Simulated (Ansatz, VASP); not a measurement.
## Be2ZnTe5: VASP beside Ansatz

```xyz
8
Lattice="5.9422 0.0000 0.0000 0.0000 5.9422 0.0000 0.0000 0.0000 6.6957" Properties=species:S:1:pos:R:3 pbc="T T T"
Be    2.9711    0.0000    3.3478
Be    0.0000    2.9711    3.3478
Zn    0.0000    0.0000    0.0000
Te    1.3691    1.3691    2.0387
Te    1.3691    4.5730    4.6570
Te    4.5730    1.3691    4.6570
Te    4.5730    4.5730    2.0387
Te    2.9711    2.9711    0.0000
```

Alike in both runs: functional PBE; k mesh 3 × 3 × 3; occupations gaussian, width 0.2 eV; no spin polarisation.

Ansatz relaxed the structure, and its values are those at the end. VASP's run is a single point on that final structure, the one shown.

```csv
,VASP,Ansatz
version,VASP 6.6.1,Ansatz 0.2.0
potentials or method,"VASP PAW PBE potentials, release 64 (Be, Zn, Te)","scalar-relativistic, plane waves, PAW"
plane-wave cutoff (eV),520,420
valence electrons in the cell,46,96
```

|  | VASP | Ansatz | Ansatz less VASP |
| --- | --- | --- | --- |
| gap on the k mesh at the Fermi level (eV) | none | none | - |
| pressure (GPa) | 0.0 | -0.1 | -0.05 |
| rms of the force components (eV/Å) | 0.010 | 0.007 | -0.0028 |

A gap of «none» marks a metal or a gap that the smearing closes. The two sets of potentials don't hold the same shells in valence.

Spin-orbit coupling is left out, which matters for the levels of Te.
